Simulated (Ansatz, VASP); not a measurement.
# Mo2CO2 in two plane-wave programs, part 2 of 2

Aim: how closely do two programs agree when they are given the same cell, functional and k mesh? Of the first pair: The structure shown is the start of the Ansatz relaxation below; VASP solves that cell, so the two are compared at the walk's first step.

VASP 6.6.1 and Ansatz 0.2.0.

So far: The starting structure; Ansatz: relaxation, PBE.

## (3) VASP: single point, PBE, start cell, pair 1

Level of this step: PBE, no spin polarisation; plane waves and PAW (C, Mo_sv, O) (VASP).

The same cell, functional, mesh and smearing now go to VASP, with its own data sets.

Lines of VASP's logs that name or quote its potential files are left out, and so is its time.

Contents of INCAR:

```
SYSTEM = Mo2CO2
PREC = Accurate
ENCUT = 520
EDIFF = 1E-06
NELM = 120
ISMEAR = 1
SIGMA = 0.2
LREAL = .FALSE.
ALGO = Normal
GGA = PE
NBANDS = 54
LASPH = .TRUE.
LORBIT = 11
LWAVE = .FALSE.
LCHARG = .FALSE.
ISIF = 2
LDIPOL = .TRUE.
IDIPOL = 3
DIPOL = 0.5 0.5 0.307
LVHAR = .TRUE.
GGA_COMPAT = .FALSE.
NELMDL = -8
KPAR = 2
```

Contents of POSCAR:

```
Mo2CO2
1.0
    3.0933940000      0.0000000000      0.0000000000
    0.0000000000      5.3579150000      0.0000000000
    0.0000000000      0.0000000000     32.6000000000
C Mo O
2 4 4
Direct
    1.0000000000      0.9961311443      0.3043782822
    0.5000000000      0.5038689490      0.3091186503
    1.0000000000      0.3210707897      0.3409248773
    0.5000000000      0.8455960014      0.3410635276
    0.5000000000      0.1789293037      0.2725720552
    1.0000000000      0.6544040919      0.2724334049
    0.5000000000      0.1638370523      0.3768846319
    1.0000000000      0.6694964366      0.3736768405
    1.0000000000      0.3361630410      0.2366123006
    0.5000000000      0.8305036567      0.2398200920
```

Contents of KPOINTS:

```
Automatic mesh
0
Gamma
12 8 1
0 0 0
```

Potentials, in the order of the species: C, Mo_sv and O (PBE family, release 64).

The run is started by

```bash
mpirun -np 2 vasp_std
```

Numbers of over 12 decimals in the logs are rounded to 6 here.

The program printed:

```text
[banner, memory and clock lines left out]
running    2 mpi-ranks, on    1 nodes
 distrk:  each k-point on    1 cores,    2 groups
 distr:  one band on    1 cores,    1 groups

 POSCAR found type information on POSCAR C MoO
 POSCAR found :  3 types and      10 ions
 LDA part: xc-table for (Slater+PW92), standard interpolation
 POSCAR, INCAR and KPOINTS ok, starting setup
 FFT: planning ... GRIDC
 FFT: planning ... GRID_SOFT
 FFT: planning ... GRID
 WAVECAR not read
 entering main loop
       N       E                     dE             d eps       ncg     rms          rms(c)
DAV:   1     0.814513947319E+03    0.81451E+03   -0.48664E+04  5084   0.133E+03
DAV:   2    -0.303299498549E+02   -0.84484E+03   -0.83258E+03  5008   0.351E+02
DAV:   3    -0.108277026850E+03   -0.77947E+02   -0.76530E+02  4344   0.997E+01
DAV:   4    -0.111107934679E+03   -0.28309E+01   -0.27975E+01  4948   0.182E+01
DAV:   5    -0.111170073918E+03   -0.62139E-01   -0.61747E-01  4604   0.245E+00
DAV:   6    -0.111172250738E+03   -0.21768E-02   -0.21733E-02  4840   0.450E-01
DAV:   7    -0.111172337254E+03   -0.86516E-04   -0.86471E-04  4444   0.754E-02
DAV:   8    -0.111172341630E+03   -0.43754E-05   -0.43747E-05  3892   0.168E-02    0.681E+01
DAV:   9    -0.935007119208E+02    0.17672E+02   -0.14105E+02  3902   0.520E+01    0.165E+01
DAV:  10    -0.929161224651E+02    0.58459E+00   -0.38308E+01  4016   0.282E+01    0.157E+01
DAV:  11    -0.910684343543E+02    0.18477E+01   -0.69394E+00  4198   0.147E+01    0.387E+00
DAV:  12    -0.911771863165E+02   -0.10875E+00   -0.12496E+00  4624   0.475E+00    0.196E+00
DAV:  13    -0.911315980748E+02    0.45588E-01   -0.17240E-01  4478   0.238E+00    0.115E+00
DAV:  14    -0.911197546705E+02    0.11843E-01   -0.89382E-02  4162   0.145E+00    0.345E-01
[...]
DAV:  22    -0.911208539337E+02   -0.95997E-04   -0.83217E-06  3624   0.119E-02    0.316E-03
DAV:  23    -0.911208984367E+02   -0.44503E-04   -0.15782E-06  2600   0.489E-03    0.146E-03
DAV:  24    -0.911209341532E+02   -0.35717E-04   -0.90288E-07  2454   0.365E-03    0.154E-03
DAV:  25    -0.911209413225E+02   -0.71693E-05   -0.16612E-07  2046   0.173E-03    0.989E-04
DAV:  26    -0.911209503609E+02   -0.90384E-05   -0.39901E-07  2286   0.216E-03    0.862E-04
DAV:  27    -0.911209517249E+02   -0.13639E-05   -0.66348E-08  1986   0.104E-03    0.391E-04
DAV:  28    -0.911209528924E+02   -0.11675E-05   -0.33060E-08  1980   0.524E-04    0.140E-04
DAV:  29    -0.911209538306E+02   -0.93819E-06   -0.24494E-08  2046   0.404E-04
   1 F= -.91120954E+02 E0= -.91122605E+02  d E =0.495429E-02
```

OUTCAR, selected parts (step 3):

```text
ion  position               nearest neighbor table
   1  0.000  0.996  0.304-   5 2.10   5 2.10   6 2.11   3 2.11   4 2.11   4 2.11
   2  0.500  0.504  0.309-   3 2.10   3 2.10   4 2.11   5 2.11   6 2.11   6 2.11
   3  0.000  0.321  0.341-   2 2.10   2 2.10   1 2.11   7 2.12   7 2.12   8 2.15   5 2.82   5 2.82
                             6 2.86   4 2.98   4 2.98   4 3.21   4 3.21
   4  0.500  0.846  0.341-   7 2.07   8 2.10   8 2.10   2 2.11   1 2.11   1 2.11   5 2.86   6 2.91
                             6 2.91   3 2.98   3 2.98   3 3.21   3 3.21
   5  0.500  0.179  0.273-   1 2.10   1 2.10   2 2.11   9 2.12   9 2.12  10 2.15   3 2.82   3 2.82
                             4 2.86   6 2.98   6 2.98   6 3.21   6 3.21
   6  0.000  0.654  0.272-   9 2.07  10 2.10  10 2.10   1 2.11   2 2.11   2 2.11   3 2.86   4 2.91
                             4 2.91   5 2.98   5 2.98   5 3.21   5 3.21
   7  0.500  0.164  0.377-   4 2.07   3 2.12   3 2.12
   8  0.000  0.669  0.374-   4 2.10   4 2.10   3 2.15
   9  0.000  0.336  0.237-   6 2.07   5 2.12   5 2.12
  10  0.500  0.831  0.240-   6 2.10   6 2.10   5 2.15

  LATTYP: Found a simple orthorhombic cell.
 ALAT       =     3.0933940000
 B/A-ratio  =     1.7320506214
 C/A-ratio  =    10.5385864200

 Subroutine GETGRP returns: Found  4 space group operations
 (whereof  2 operations were pure point group operations)

The static configuration has the point symmetry C_1h.
 The point group associated with its full space group is C_2h.

 Found     35 irreducible k-points:

   k-points           NKPTS =     35   k-points in BZ     NKDIM =     35   number of bands    NBANDS=     54

   dimension x,y,z NGX =    24 NGY =   40 NGZ =  250
   dimension x,y,z NGXF=    48 NGYF=   80 NGZF=  500

   ENCUT  =  520.0 eV  38.22 Ry    6.18 a.u.   5.75  9.96 60.61*2*pi/ulx,y,z

   NELECT =      88.0000    total number of electrons

 k-points in reciprocal lattice and weights: Automatic mesh
   0.00000000  0.00000000  0.00000000       0.010
   0.08333333  0.00000000  0.00000000       0.021
   0.16666667  0.00000000  0.00000000       0.021
   0.25000000  0.00000000  0.00000000       0.021
   0.33333333  0.00000000  0.00000000       0.021
   0.41666667  0.00000000  0.00000000       0.021
   0.50000000  0.00000000  0.00000000       0.010
   0.00000000  0.12500000  0.00000000       0.021
   0.08333333  0.12500000  0.00000000       0.042
[...]
0.41666667  0.50000000  0.00000000       0.021
   0.50000000  0.50000000  0.00000000       0.010

 dipolmoment           0.000000      0.000000      0.000002 electrons x Angstroem

 average (electrostatic) potential at core
       1 -58.6496       2 -58.6496       3 -86.3358       4 -86.4234       5 -86.3358
       6 -86.4234       7 -79.2600       8 -78.9632       9 -79.2600      10 -78.9632

 E-fermi :  -3.2519

 k-point     1 :       0.0000    0.0000    0.0000
  band No.  band energies     occupation
    ...
     40      -5.4346      2.00000
     41      -5.4270      2.00000
     42      -5.4246      2.00000
     43      -5.1673      2.00000
     44      -3.8077      2.00061
     45      -2.9036     -0.03355
     46      -2.8708     -0.02143
     47      -2.8682     -0.02062
     48      -2.8405     -0.01325
     49      -1.8947     -0.00000
    ...

 k-point     2 :       0.0833    0.0000    0.0000
  band No.  band energies     occupation
    ...
     40      -5.5383      2.00000
     41      -5.0050      2.00000
     42      -4.9496      2.00000
     43      -4.8524      2.00000
     44      -3.7928      2.00089
     45      -2.9690     -0.06244
     46      -2.9309     -0.04569
     47      -2.7823     -0.00445
     48      -2.7493     -0.00218
     49      -1.8433     -0.00000
    ...

 k-point     3 :       0.1667    0.0000    0.0000
  band No.  band energies     occupation
    ...
     40      -5.4125      2.00000
     41      -4.9075      2.00000
     42      -4.6237      2.00000
     43      -4.4784      2.00000
     44      -3.4923      2.07075
     45      -3.1571      0.28913
     46      -3.1135      0.08602
     47      -2.5920     -0.00003
     48      -2.4974     -0.00000
     49      -1.8300     -0.00000
    ...

  Total       -1.0282078      0.8756597      1.1412323      0.0000000      0.7433641      0.0000000
  in kB       -3.0488976      2.5965536      3.3840439      0.0000000      2.2042634      0.0000000
  external PRESSURE =       0.9772333 kB  Pullay stress =       0.0000000 kB

  energy-cutoff  :      520.00
  volume of cell :      540.32
      direct lattice vectors                 reciprocal lattice vectors
     3.093394000  0.000000000  0.000000000     0.323269522  0.000000000  0.000000000
     0.000000000  5.357915000  0.000000000     0.000000000  0.186639766  0.000000000
     0.000000000  0.000000000 32.600000000     0.000000000  0.000000000  0.030674847

 POSITION                                       TOTAL-FORCE (eV/Angst)
 -----------------------------------------------------------------------------------
      0.00000      5.33719      9.92273         0.000000      0.013565      0.037897
      1.54670      2.69969     10.07727         0.000000     -0.013565     -0.037897
      0.00000      1.72027     11.11415         0.000000      0.041017      0.235304
      1.54670      4.53063     11.11867         0.000000      0.135631      0.116545
      1.54670      0.95869      8.88585         0.000000     -0.041017     -0.235304
      0.00000      3.50624      8.88133         0.000000     -0.135631     -0.116545
      1.54670      0.87783     12.28644         0.000000      0.038565      0.048809
      0.00000      3.58711     12.18187         0.000000      0.040631      0.060770
      0.00000      1.80113      7.71356         0.000000     -0.038565     -0.048809
      1.54670      4.44977      7.81813         0.000000     -0.040631     -0.060770
 -----------------------------------------------------------------------------------
    total drift:                                0.000000     -0.000003     -0.000066

  FREE ENERGIE OF THE ION-ELECTRON SYSTEM (eV)
  ---------------------------------------------------
  free  energy   TOTEN  =       -91.1209538306 eV

  energy  without entropy=      -91.1259081254  energy(sigma->0) =      -91.12260526

 vacuum level on the upper side and lower side of the slab         3.173         3.173

 total charge
# of ion       s       p       d       tot
------------------------------------------
    1        0.894   1.614   0.000   2.508
    2        0.894   1.614   0.000   2.508
    3        2.297   6.258   3.865  12.420
    4        2.302   6.266   3.834  12.403
    5        2.297   6.258   3.865  12.420
    6        2.302   6.266   3.834  12.403
    7        1.577   3.385   0.000   4.962
    8        1.573   3.394   0.000   4.967
    9        1.577   3.385   0.000   4.962
   10        1.573   3.394   0.000   4.967
--------------------------------------------------
tot         17.289  41.832  15.398  74.520

[... 3 further parts left out ...]
```

This run has no spin polarisation, so a moment on Mo, if there is one, isn't seen.

## (4) Comparison

Known differences besides the potentials themselves: Ansatz cuts the interaction across the vacuum, VASP repeats the sheet with a dipole correction; the cutoff is 420 eV in Ansatz and 520 eV in VASP. Total energies have different zeros and are not compared.

Forces (eV/Å; atoms numbered as in POSCAR):

| atom | Ansatz x, y, z | VASP x, y, z |
| --- | --- | --- |
| C1 | 0.000, 0.015, 0.041 | 0.000, 0.014, 0.038 |
| C2 | 0.000, -0.015, -0.041 | 0.000, -0.014, -0.038 |
| Mo3 | 0.000, 0.028, 0.219 | 0.000, 0.041, 0.235 |
| Mo4 | 0.000, 0.148, 0.110 | 0.000, 0.136, 0.117 |
| Mo5 | 0.000, -0.028, -0.219 | 0.000, -0.041, -0.235 |
| Mo6 | 0.000, -0.148, -0.110 | 0.000, -0.136, -0.117 |
| O7 | 0.000, 0.032, 0.011 | 0.000, 0.039, 0.049 |
| O8 | 0.000, 0.045, 0.033 | 0.000, 0.041, 0.061 |
| O9 | 0.000, -0.032, -0.011 | 0.000, -0.039, -0.049 |
| O10 | 0.000, -0.045, -0.033 | 0.000, -0.041, -0.061 |

The forces differ by 14 meV/Å r.m.s., which is 17.0 % of the r.m.s. force of 0.082 eV/Å (both taken over all components). With vacuum in the cell, a pressure given here is an average over mostly empty space and none of the material.

## (5) Ansatz: relaxation, PBE

This run makes the geometry at which the two programs are then compared.

The structure compared here is the end of the Ansatz relaxation.

Contents of input.yaml:

```yaml
crystal:
  lattice:
    - [3.0933938177, 0.0, 0.0]
    - [0.0, 5.3579152601, 0.0]
    - [0.0, 0.0, 32.6]
  atoms:
    - { symbol: C, position: [0.0, -0.0038688807, 0.3043782904] }
    - { symbol: C, position: [0.5, 0.5038688807, 0.3091186422] }
    - { symbol: Mo, position: [0.0, 0.3210707078, 0.3409248653] }
    - { symbol: Mo, position: [0.5, 0.8455959588, 0.3410635274] }
    - { symbol: Mo, position: [0.5, 0.1789292922, 0.2725720673] }
    - { symbol: Mo, position: [1.0, 0.6544040412, 0.2724334052] }
    - { symbol: O, position: [0.5, 0.1638369984, 0.3768846211] }
    - { symbol: O, position: [1.0, 0.669496335, 0.3736768468] }
    - { symbol: O, position: [0.0, 0.3361630016, 0.2366123115] }
    - { symbol: O, position: [0.5, 0.830503665, 0.2398200858] }
  periodic: [true, true, false]
kpoints:
  mp_grid: { grid: [12, 8, 1] }
hamiltonian:
  xc: pbe
  pseudopotentials: { kind: paw, azcp: { folder: soft_1 } }
scf:
  occupations: { method: methfessel_paxton, width: 0.2 }
output:
  forces: true
  stress: true
  eigenvalues: true
  write_density: true
  write_potential: true
  elf: true
  volumetric_format: npy
relax:
  adjacent_minimum: "off"
  f_tol: 0.002
  max_steps: 120
  cell: { stress_2d_tol: 0.005 }
```

The run is started by

```bash
ansatz run input.yaml --threads 4 --pin off --max-ram 16384MiB --backend cpu --events-out ev --progress --plain --runs-dir out
```

The program printed:

```text
[...]
Crystal: 10 atoms, lattice volume = 540.317 Å³
Basis set: ecut = 420 eV, 10567 PW (Γ), exchange–correlation on 48×72×450 points (8 copies of the dense FFT grid, shifted against one another)
Bands: 54, of which v1, the nominal top of the filled ones, is band 44 counted from 1 (43 counted from 0)
Symmetry: 4 space group operations
[...]
k-points: 35 of 96
[...]
- { symbol: C, position: [0.5, 0.503593, 0.309662] }
    - { symbol: Mo, position: [0, 0.319269, 0.348298] }
    - { symbol: Mo, position: [0.5, 0.893397, 0.345219] }
    - { symbol: Mo, position: [0.5, 0.180731, 0.265199] }
    - { symbol: Mo, position: [1.0, 0.606603, 0.268278] }
    - { symbol: O, position: [0.5, 0.204656, 0.387137] }
    - { symbol: O, position: [1.0, 0.689247, 0.375801] }
    - { symbol: O, position: [0, 0.295344, 0.226360] }
    - { symbol: O, position: [0.5, 0.810753, 0.237696] }
[key lines of the parts left out:]
SCF converged after 8 iterations
Free energy (F): -22595.144441 eV
Fermi energy:    -6.877027 eV
P = ½ c Tr σ = -0.0031 N/m
```

## (6) VASP: single point, PBE, relaxed cell, pair 2

The same cell, functional, mesh and smearing now go to VASP, with its own data sets.

INCAR is that of step 3.

Contents of POSCAR:

```
Mo2CO2
1.0
    2.9982972580      0.0000000000      0.0000000000
    0.0000000000      5.1346338275      0.0000000000
    0.0000000000      0.0000000000     32.6000000000
C Mo O
2 4 4
Direct
    1.0000000000      0.9964074656      0.3038352162
    0.5000000000      0.5035925344      0.3096617164
    1.0000000000      0.3192694525      0.3482978274
    0.5000000000      0.8933969246      0.3452192011
    0.5000000000      0.1807305475      0.2651991052
    1.0000000000      0.6066030754      0.2682777315
    0.5000000000      0.2046562316      0.3871367060
    1.0000000000      0.6892471662      0.3758013521
    1.0000000000      0.2953437684      0.2263602266
    0.5000000000      0.8107528338      0.2376955805
```

KPOINTS is that of step 3.

The run is started by

```bash
mpirun -np 2 vasp_std
```

The program printed:

```text
[... set-up lines as in an earlier step ...]
 entering main loop
       N       E                     dE             d eps       ncg     rms          rms(c)
DAV:   1     0.815281712506E+03    0.81528E+03   -0.49238E+04  5052   0.135E+03
DAV:   2    -0.327646849779E+02   -0.84805E+03   -0.83569E+03  4910   0.358E+02
DAV:   3    -0.106910529933E+03   -0.74146E+02   -0.72926E+02  4354   0.986E+01
DAV:   4    -0.109595077589E+03   -0.26845E+01   -0.26638E+01  5002   0.179E+01
[...]
DAV:  27    -0.912975814066E+02   -0.21176E-05   -0.62175E-08  2280   0.550E-04    0.786E-05
DAV:  28    -0.912975829171E+02   -0.15105E-05   -0.62278E-08  2276   0.443E-04    0.955E-05
DAV:  29    -0.912975835687E+02   -0.65163E-06   -0.27407E-08  2208   0.324E-04
   1 F= -.91297584E+02 E0= -.91303070E+02  d E =0.164581E-01
```

OUTCAR, selected parts (step 6):

```text
  Total        0.4977858      0.5109281      0.2472101      0.0000000      0.0211984      0.0000000
  in kB        1.5891004      1.6310550      0.7891780      0.0000000      0.0676726      0.0000000
  external PRESSURE =       1.3364445 kB  Pullay stress =       0.0000000 kB

 POSITION                                       TOTAL-FORCE (eV/Angst)
 -----------------------------------------------------------------------------------
      0.00000      5.11619      9.90503         0.000000     -0.002318     -0.009799
      1.49915      2.58576     10.09497         0.000000      0.002318      0.009799
      0.00000      1.63933     11.35451         0.000000      0.035094     -0.015644
      1.49915      4.58727     11.25415         0.000000     -0.034610     -0.018917
      1.49915      0.92799      8.64549         0.000000     -0.035094      0.015644
      0.00000      3.11468      8.74585         0.000000      0.034610      0.018917
      1.49915      1.05083     12.62066         0.000000      0.005722      0.065522
      0.00000      3.53903     12.25112         0.000000     -0.004519      0.026544
      0.00000      1.51648      7.37934         0.000000     -0.005722     -0.065522
      1.49915      4.16292      7.74888         0.000000      0.004519     -0.026544
 -----------------------------------------------------------------------------------
    total drift:                                0.000000      0.000001     -0.000140

  FREE ENERGIE OF THE ION-ELECTRON SYSTEM (eV)
  ---------------------------------------------------
  free  energy   TOTEN  =       -91.2975835687 eV

  energy  without entropy=      -91.3140417143  energy(sigma->0) =      -91.30306962

[... 1 part as in an earlier step ...]

[... 2 further parts left out ...]
[key lines of the parts left out:]
E-fermi :  -3.4855
```

The run ends at a pressure of 0.13 GPa, with forces up to 0.066 eV/Å.

## (7) Differences

Forces (eV/Å; atoms numbered as in POSCAR):

| atom | Ansatz x, y, z | VASP x, y, z |
| --- | --- | --- |
| C1 | 0.000, 0.000, 0.000 | 0.000, -0.002, -0.010 |
| C2 | 0.000, 0.000, 0.000 | 0.000, 0.002, 0.010 |
| Mo3 | 0.000, 0.000, 0.000 | 0.000, 0.035, -0.016 |
| Mo4 | 0.000, 0.000, 0.000 | 0.000, -0.035, -0.019 |
| Mo5 | 0.000, 0.000, 0.000 | 0.000, -0.035, 0.016 |
| Mo6 | 0.000, 0.000, 0.000 | 0.000, 0.035, 0.019 |
| O7 | 0.000, 0.000, 0.000 | 0.000, 0.006, 0.066 |
| O8 | 0.000, 0.000, 0.000 | 0.000, -0.005, 0.027 |
| O9 | 0.000, 0.000, 0.000 | 0.000, -0.006, -0.066 |
| O10 | 0.000, 0.000, 0.000 | 0.000, 0.005, -0.027 |

The forces differ by 23 meV/Å r.m.s., where the r.m.s. force is 0.000 eV/Å in Ansatz and 0.023 eV/Å in VASP: the atoms lie near their places of rest in Ansatz, so a percentage would say little (all taken over all components). With vacuum in the cell, a pressure given here is an average over mostly empty space and none of the material.

## (8) Summary of results

```yaml
r_m_s_force_difference_single_point_pbe_start_cell_pair_1: 14 meV/Å
r_m_s_force_difference_single_point_pbe_relaxed_cell_pair_2: 23 meV/Å
```

**Reading.** The r.m.s. force difference is 23 meV/Å (single point, PBE, relaxed cell, pair 2), beyond the 12 meV/Å picked in this series as the mark of a large difference. What causes the difference of the single point, PBE, start cell, pair 1 pair stays open here. What causes the difference of the single point, PBE, relaxed cell, pair 2 pair stays open here. How closely two codes agree says nothing of how well the functional describes the real material.

[Lines on the potential files, build, host, timing and source positions are cut from VASP's logs without a mark.]

[Logs are printed without paths, hosts, clocks, repeated set-up lines and the standing remarks that a program may print on its own settings, such as how far it seeks lower states.]

[Hosts, paths, dates, database ids (printed as entryN), source tags and the programs' standing remarks are cut or masked in the printed files.]
